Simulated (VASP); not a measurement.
AgBr (rock salt), at 1.04 of the tabulated volume:

```
CELL_PARAMETERS angstrom
      0.00000     2.92297     2.92297
      2.92297     0.00000     2.92297
      2.92297     2.92297     0.00000
ATOMIC_POSITIONS crystal
  Ag 0.00000 0.00000 0.00000
  Br 0.50000 0.50000 0.50000
```

The lowest empty band near Γ, direction [111], from PBE with spin-orbit coupling in VASP (PAW); its two spin partners are averaged. The gap over the points computed is 0.60 eV, and the next band on that side lies 9.21 eV away at the edge.

Settings: 400 eV cut-off, 9×9×9 Γ-centred mesh, Gaussian smearing of 0.050 eV, potentials Ag Br.

| distance from the edge in k (1/Å) | distance in energy (meV) |
|---|---|
| 0.018 | 6.5 |
| 0.025 | 12.4 |
| 0.035 | 24.1 |
| 0.050 | 48.7 |
| 0.070 | 93.8 |

Problem. Fit E(1 + αE) = ħ²k²/2m* (ħ²/2m0 = 3.810 eV Å²) and predict the row at 0.095 1/Å.

Solution. Least squares on the energies gives the electron mass m* = 0.192 m0 and α = 0.41 per eV, and so 167.8 meV. The run gave 168.1 meV, +0.3 meV from the fit.

Left out are points under 3 meV from the edge, since the levels carry 0.1 meV, and points farther than half the way to the next band.

The compound is AgBr in the rock salt structure. The cell was not relaxed at this level.
